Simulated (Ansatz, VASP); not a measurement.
# Cross-check of Fe (Fe(111)) between VASP and Ansatz, part 2 of 2

One calculation is typed for both programs; each brings its own data sets and cutoff. How far apart do they land?

VASP 6.6.1 and Ansatz 0.2.0.

So far: The structure; Ansatz: single point, PBEsol.

### Step 3. VASP: single point, PBEsol

Level of this step: PBEsol, spin-polarised from a ferromagnetic start; plane waves and PAW (Fe) (VASP).

The same cell, functional, mesh and smearing now go to VASP, with its own data sets and cutoff.

Lines of VASP's logs that name or quote its potential files are left out, and so is its time.

INCAR reads:

```
SYSTEM = Fe
PREC = Normal
ENCUT = 320
EDIFF = 1E-06
NELM = 120
ISMEAR = 1
SIGMA = 0.15
LREAL = .FALSE.
ALGO = Fast
GGA = PS
NBANDS = 79
ISPIN = 2
MAGMOM = 3 3 3 3 3 3 3 3 3 3 3
LASPH = .TRUE.
LMAXMIX = 4
LORBIT = 11
LWAVE = .FALSE.
LCHARG = .TRUE.
KPAR = 4
IDIPOL = 3
LDIPOL = .TRUE.
DIPOL = 0.5 0.5 0.5
LVHAR = .TRUE.
LVACPOTAV = .TRUE.
NEDOS = 1500
```

POSCAR reads:

```
Fe
1.0
    3.9447878270      0.0000000000      0.0000000000
    1.9723939135      3.4162864707      0.0000000000
    0.0000000000      0.0000000000     23.0522644330
Fe
11
Direct
    0.6666666700      0.6666666700      0.3305454687
    0.0000000000      0.0000000000      0.3631121770
    0.3333333300      0.3333333300      0.3921901704
    0.6666666700      0.6666666700      0.4303050424
    0.0000000000      0.0000000000      0.4652639535
    0.3333333300      0.3333333300      0.5000000000
    0.6666666700      0.6666666700      0.5347360465
    0.0000000000      0.0000000000      0.5696949576
    0.3333333300      0.3333333300      0.6078098296
    0.6666666700      0.6666666700      0.6368878230
    0.0000000000      0.0000000000      0.6694545313
```

KPOINTS reads:

```
Automatic mesh
0
Gamma
9 9 1
0 0 0
```

PAW data sets: Fe (PBE family, release 64).

On the command line:

```bash
$ mpirun -np 4 vasp_std
```

Numbers of over 12 decimals in the logs are rounded to 6 here.

Output:

```text
[banner, memory and clock lines left out]
running    4 mpi-ranks, on    1 nodes
 distrk:  each k-point on    1 cores,    4 groups
 distr:  one band on    1 cores,    1 groups

 POSCAR found type information on POSCAR Fe
 POSCAR found :  1 types and      11 ions
|                                                                             |
|               ----> ADVICE to this user running VASP <----                  |
|                                                                             |
|     You enforced a specific xc type in the INCAR file but a different       |
|     [... a line on the potential file left out ...]
|     I HOPE YOU KNOW WHAT YOU ARE DOING!                                     |
|                                                                             |

 LDA part: xc-table for (Slater+PW92), standard interpolation
 POSCAR, INCAR and KPOINTS ok, starting setup
 FFT: planning ... GRIDC
 FFT: planning ... GRID_SOFT
 FFT: planning ... GRID
 WAVECAR not read
 entering main loop
       N       E                     dE             d eps       ncg     rms          rms(c)
DAV:   1     0.622413857247E+03    0.62241E+03   -0.27810E+04  3808   0.808E+02
DAV:   2    -0.583107194948E+02   -0.68072E+03   -0.61987E+03  3806   0.252E+02
DAV:   3    -0.103560384615E+03   -0.45250E+02   -0.41168E+02  4090   0.927E+01
DAV:   4    -0.104471934689E+03   -0.91155E+00   -0.90782E+00  4248   0.158E+01
DAV:   5    -0.104483379398E+03   -0.11445E-01   -0.11443E-01  4395   0.148E+00    0.398E+01
RMM:   6    -0.133427135674E+03   -0.28944E+02   -0.11164E+02  4245   0.589E+01    0.817E+01
RMM:   7    -0.102414947245E+03    0.31012E+02   -0.30877E+01  4233   0.304E+01    0.606E+01
RMM:   8    -0.973955370667E+02    0.50194E+01   -0.28575E+01  4134   0.305E+01    0.544E+01
RMM:   9    -0.835053115722E+02    0.13890E+02   -0.12920E+01  4079   0.223E+01    0.287E+01
RMM:  10    -0.882842796448E+02   -0.47790E+01   -0.85407E+00  4139   0.166E+01    0.396E+01
RMM:  11    -0.829901235809E+02    0.52942E+01   -0.47462E+00  4138   0.138E+01    0.189E+01
RMM:  12    -0.848976963357E+02   -0.19076E+01   -0.16203E+00  4122   0.680E+00    0.146E+01
RMM:  13    -0.861715080860E+02   -0.12738E+01   -0.13170E+00  4232   0.591E+00    0.983E+00
RMM:  14    -0.890614694065E+02   -0.28900E+01   -0.24346E+00  4514   0.659E+00    0.876E+00
[...]
RMM:  37    -0.927923319369E+02   -0.64830E-03   -0.69568E-06  4094   0.921E-03    0.134E-02
RMM:  38    -0.927928257207E+02   -0.49378E-03   -0.12231E-05  4617   0.122E-02    0.106E-02
RMM:  39    -0.927929169312E+02   -0.91211E-04   -0.34234E-06  3809   0.763E-03    0.572E-03
RMM:  40    -0.927929437092E+02   -0.26778E-04   -0.10241E-06  3419   0.329E-03    0.461E-03
RMM:  41    -0.927929502400E+02   -0.65309E-05   -0.51747E-07  3248   0.276E-03    0.272E-03
RMM:  42    -0.927929543891E+02   -0.41491E-05   -0.16863E-07  2920   0.214E-03    0.212E-03
RMM:  43    -0.927929583559E+02   -0.39668E-05   -0.17462E-07  2972   0.167E-03    0.163E-03
RMM:  44    -0.927929591767E+02   -0.82084E-06   -0.89860E-08  2904   0.132E-03
|                                                                             |
|           W    W    AA    RRRRR   N    N  II  N    N   GGGG   !!!           |
|           W    W   A  A   R    R  NN   N  II  NN   N  G    G  !!!           |
|           W    W  A    A  R    R  N N  N  II  N N  N  G       !!!           |
|           W WW W  AAAAAA  RRRRR   N  N N  II  N  N N  G  GGG   !            |
|           WW  WW  A    A  R   R   N   NN  II  N   NN  G    G                |
|           W    W  A    A  R    R  N    N  II  N    N   GGGG   !!!           |
|                                                                             |
|     Did not find any points to average over, which means that no vacuum     |
|     field-free region was found. Please increase the size of  your cell     |
|     in the dimension of the dipole correction to obtain accurate            |
|     workfunction values.                                                    |
|                                                                             |

   1 F= -.92792959E+02 E0= -.92794452E+02  d E =0.447724E-02  mag=    25.3177
```

From OUTCAR (step 3):

```text
ion  position               nearest neighbor table
   1  0.667  0.667  0.331-   4 2.30   2 2.40   2 2.40   2 2.40   3 2.68   3 2.68   3 2.68
   2  0.000  0.000  0.363-   5 2.35   3 2.37   3 2.37   3 2.37   1 2.40   1 2.40   1 2.40   4 2.75
                             4 2.75   4 2.75
   3  0.333  0.333  0.392-   2 2.37   2 2.37   2 2.37   4 2.44   4 2.44   4 2.44   6 2.49   1 2.68
                             1 2.68   1 2.68   5 2.83   5 2.83   5 2.83
   4  0.667  0.667  0.430-   1 2.30   7 2.41   5 2.42   5 2.42   5 2.42   3 2.44   3 2.44   3 2.44
                             2 2.75   2 2.75   2 2.75   6 2.79   6 2.79   6 2.79
   5  0.000  0.000  0.465-   2 2.35   8 2.41   6 2.41   6 2.41   6 2.41   4 2.42   4 2.42   4 2.42
                             7 2.78   7 2.78   7 2.78   3 2.83   3 2.83   3 2.83
   6  0.333  0.333  0.500-   7 2.41   5 2.41   7 2.41   5 2.41   5 2.41   7 2.41   3 2.49   9 2.49
                             4 2.79   8 2.79   4 2.79   8 2.79   8 2.79   4 2.79
   7  0.667  0.667  0.535-  10 2.35   4 2.41   6 2.41   6 2.41   6 2.41   8 2.42   8 2.42   8 2.42
                             5 2.78   5 2.78   5 2.78   9 2.83   9 2.83   9 2.83
   8  0.000  0.000  0.570-  11 2.30   5 2.41   7 2.42   7 2.42   7 2.42   9 2.44   9 2.44   9 2.44
                            10 2.75  10 2.75  10 2.75   6 2.79   6 2.79   6 2.79
   9  0.333  0.333  0.608-  10 2.37  10 2.37  10 2.37   8 2.44   8 2.44   8 2.44   6 2.49  11 2.68
                            11 2.68  11 2.68   7 2.83   7 2.83   7 2.83
  10  0.667  0.667  0.637-   7 2.35   9 2.37   9 2.37   9 2.37  11 2.40  11 2.40  11 2.40   8 2.75
                             8 2.75   8 2.75
  11  0.000  0.000  0.669-   8 2.30  10 2.40  10 2.40  10 2.40   9 2.68   9 2.68   9 2.68

  LATTYP: Found a hexagonal cell.
 ALAT       =     3.9447878270
 C/A-ratio  =     5.8437273293

 Subroutine GETGRP returns: Found 12 space group operations
 (whereof  6 operations were pure point group operations)

The static configuration has the point symmetry C_3v.
 The point group associated with its full space group is D_3d.

 Found     12 irreducible k-points:

   k-points           NKPTS =     12   k-points in BZ     NKDIM =     12   number of bands    NBANDS=     79

   dimension x,y,z NGX =    18 NGY =   18 NGZ =  108
   dimension x,y,z NGXF=    36 NGYF=   36 NGZF=  216

   ENCUT  =  320.0 eV  23.52 Ry    4.85 a.u.   5.75  5.75 33.62*2*pi/ulx,y,z

   NELECT =      88.0000    total number of electrons

 k-points in reciprocal lattice and weights: Automatic mesh
   0.00000000  0.00000000  0.00000000       0.012
   0.11111111  0.00000000  0.00000000       0.074
   0.22222222  0.00000000  0.00000000       0.074
   0.33333333  0.00000000  0.00000000       0.074
   0.44444444  0.00000000  0.00000000       0.074
   0.22222222  0.11111111  0.00000000       0.074
   0.33333333  0.11111111  0.00000000       0.148
   0.44444444  0.11111111  0.00000000       0.148
  -0.44444444  0.11111111  0.00000000       0.074
   0.44444444  0.22222222  0.00000000       0.074
  -0.44444444  0.22222222  0.00000000       0.148
  -0.33333333  0.33333333  0.00000000       0.025

 dipolmoment           0.000000      0.000000      0.000000 electrons x Angstroem

 average (electrostatic) potential at core
       1 -48.9423       2 -48.7676       3 -49.0138       4 -48.9637       5 -48.9722
       6 -48.9556       7 -48.9722       8 -48.9637       9 -49.0138      10 -48.7676
      11 -48.9423

 E-fermi :  -0.0430

 spin component 1
 k-point     1 :       0.0000    0.0000    0.0000
  band No.  band energies     occupation
    ...
     53      -0.5718      1.00000
     54      -0.2634      1.02900
     55      -0.2625      1.02927
     56      -0.2198      1.03511
     57      -0.2198      1.03511
     58       0.0689      0.02505
     59       0.0689      0.02501
     60       1.2510     -0.00000
     61       3.1404      0.00000
     62       3.7796      0.00000
    ...

 k-point     2 :       0.1111    0.0000    0.0000
  band No.  band energies     occupation
    ...
     53      -0.6230      1.00000
     54      -0.3641      1.00494
     55      -0.2651      1.02852
     56      -0.2281      1.03545
     57      -0.2056      1.03179
     58      -0.0162      0.35125
     59       0.0954     -0.01513
     60       1.3091     -0.00000
     61       3.2243      0.00000
     62       3.9247      0.00000
    ...

 k-point     3 :       0.2222    0.0000    0.0000
  band No.  band energies     occupation
    ...
     53      -0.6952      1.00000
     54      -0.6713      1.00000
     55      -0.3461      1.00748
     56      -0.2746      1.02567
     57      -0.1834      1.01707
     58      -0.0085      0.31092
     59       0.1426     -0.03543
     60       1.5145     -0.00000
     61       3.0057      0.00000
     62       3.4485      0.00000
    ...

 k-point     4 :       0.3333    0.0000    0.0000
  band No.  band energies     occupation
    ...
     53      -0.6090      1.00000
     54      -0.5838      1.00000
     55      -0.4754      1.00018
     56      -0.3367      1.00915
     57      -0.2439      1.03373
     58       0.1605     -0.03323
     59       0.3670     -0.00038
     60       1.2607     -0.00000
     61       1.8895     -0.00000
     62       1.9155     -0.00000
    ...

 k-point     5 :       0.4444    0.0000    0.0000
  band No.  band energies     occupation
    ...
     52      -0.4423      1.00054
     53      -0.4085      1.00153
     54      -0.3187      1.01301
     55      -0.2228      1.03535
     56      -0.2034      1.03090
     57       0.0061      0.23865
     58       0.1585     -0.03362
     59       0.1688     -0.03132
     60       0.5950     -0.00000
     61       0.9518     -0.00000
    ...

 k-point     6 :       0.2222    0.1111    0.0000
  band No.  band energies     occupation
    ...
     53      -0.7013      1.00000
     54      -0.4928      1.00009
     55      -0.4516      1.00040
     56      -0.2393      1.03450
     57      -0.0794      0.69878
     58      -0.0053      0.29449
     59       0.0555      0.05602
     60       1.4441     -0.00000
     61       3.3868      0.00000
     62       3.8557      0.00000
    ...

  Total       -2.3256288     -2.3256288     -0.0660083      0.0000000     -0.0000000      0.0000000
  in kB      -11.9938735    -11.9938735     -0.3404218      0.0000000     -0.0000000      0.0000000
  external PRESSURE =      -8.1093896 kB  Pullay stress =       0.0000000 kB

  energy-cutoff  :      320.00
  volume of cell :      310.66
      direct lattice vectors                 reciprocal lattice vectors
     3.944787827  0.000000000  0.000000000     0.253499058 -0.146357750  0.000000000
     1.972393913  3.416286471  0.000000000     0.000000000  0.292715499  0.000000000
     0.000000000  0.000000000 23.052264433     0.000000000  0.000000000  0.043379686

 POSITION                                       TOTAL-FORCE (eV/Angst)
 -----------------------------------------------------------------------------------
      3.94479      2.27752      7.61982        -0.000000      0.000000     -0.002944
      0.00000      0.00000      8.37056        -0.000000     -0.000000      0.000503
      1.97239      1.13876      9.04087        -0.000000     -0.000000     -0.001843
      3.94479      2.27752      9.91951         0.000000      0.000000     -0.000649
      0.00000      0.00000     10.72539         0.000000      0.000000      0.000385
      1.97239      1.13876     11.52613        -0.000000      0.000000     -0.000000
      3.94479      2.27752     12.32688         0.000000     -0.000000     -0.000385
      0.00000      0.00000     13.13276        -0.000000     -0.000000      0.000649
      1.97239      1.13876     14.01139         0.000000      0.000000      0.001843
      3.94479      2.27752     14.68171         0.000000      0.000000     -0.000503
      0.00000      0.00000     15.43244        -0.000000     -0.000000      0.002944
 -----------------------------------------------------------------------------------
    total drift:                               -0.000002     -0.000001     -0.000002

  FREE ENERGIE OF THE ION-ELECTRON SYSTEM (eV)
  ---------------------------------------------------
  free  energy   TOTEN  =       -92.7929591767 eV

  energy  without entropy=      -92.7974364127  energy(sigma->0) =      -92.79445159

 vacuum level on the upper side and lower side of the slab         4.026         4.026

 total charge
# of ion       s       p       d       tot
------------------------------------------
    1        0.485   0.327   6.233   7.046
    2        0.521   0.506   6.315   7.343
    3        0.505   0.549   6.233   7.286
    4        0.513   0.592   6.290   7.395
    5        0.515   0.587   6.280   7.382
    6        0.500   0.578   6.257   7.335
    7        0.515   0.587   6.280   7.382
    8        0.513   0.592   6.290   7.395
    9        0.505   0.549   6.233   7.286
   10        0.521   0.506   6.315   7.343
   11        0.485   0.327   6.233   7.046
--------------------------------------------------
tot          5.578   5.702  68.958  80.239

 magnetization (x)
# of ion       s       p       d       tot
------------------------------------------
    1        0.010   0.008   2.694   2.712
    2       -0.009  -0.017   2.167   2.141
    3       -0.007  -0.039   2.385   2.339
    4       -0.013  -0.051   2.129   2.065
    5       -0.012  -0.050   2.116   2.055
    6       -0.015  -0.051   2.171   2.105
    7       -0.012  -0.050   2.116   2.055
    8       -0.013  -0.051   2.129   2.065
    9       -0.007  -0.039   2.385   2.339
   10       -0.009  -0.017   2.167   2.141
   11        0.010   0.008   2.694   2.712
--------------------------------------------------
tot         -0.076  -0.350  25.154  24.728

[... 6 further parts left out ...]
```

The magnetic state follows from one typed start and may not be the lowest.

### Step 4. Differences

Known differences besides the potentials themselves: the data sets hold 176 valence electrons in Ansatz (default PAW (the set named soft_2) files) and 88 in VASP; the cutoff is 420 eV in Ansatz and 320 eV in VASP (PREC = Normal); Ansatz makes its cores anew for this functional, VASP keeps those of its PBE data sets; site moments are counted in spheres of each program's own size. Total energies have different zeros and are not compared.

Compared:

| quantity | Ansatz | VASP | difference |
| --- | --- | --- | --- |
| total moment (μB) | 25.09 | 25.32 | -0.23 |
| moment on Fe1 (μB) | 2.65 | 2.71 | -0.07 |
| moment on Fe11 (μB) | 2.65 | 2.71 | -0.07 |
| moment on Fe3 (μB) | 2.35 | 2.34 | +0.01 |
| moment on Fe9 (μB) | 2.35 | 2.34 | +0.01 |
| moment on Fe2 (μB) | 2.12 | 2.14 | -0.02 |
| moment on Fe10 (μB) | 2.12 | 2.14 | -0.02 |
| moment on Fe6 (μB) | 2.13 | 2.10 | +0.02 |
| moment on Fe4 (μB) | 2.07 | 2.06 | +0.01 |
| work function, lower of the two faces (eV) | 4.09 | 4.07 | +0.03 |
| work function, higher of the two faces (eV) | 4.10 | 4.07 | +0.03 |

At this near-relaxed geometry the largest component of a force difference is 30 meV/Å. VASP's log warns that it found no field-free region in the vacuum, so its work functions are uncertain.

### Step 5. Outcome

```yaml
difference_in_work_function_higher_of_the_two_faces_single_point_pbesol: 0.027 eV
r_m_s_force_difference_single_point_pbesol: 10.0 meV/Å
```

In words: The r.m.s. force difference is 10.0 meV/Å (single point, PBEsol), within the 12 meV/Å picked in this series as the mark of a large difference. Such differences can come from data sets, numerical settings and the points named under the comparisons, not from the functional's error against experiment.

[Lines on the potential files, build, host, timing and source positions are cut from VASP's logs without a mark.]

[Logs are printed without paths, hosts, clocks, repeated set-up lines and the standing remarks that a program may print on its own settings, such as how far it seeks lower states.]

[Hosts, paths, dates, database ids (printed as entryN), source tags and the programs' standing remarks are cut or masked in the printed files.]
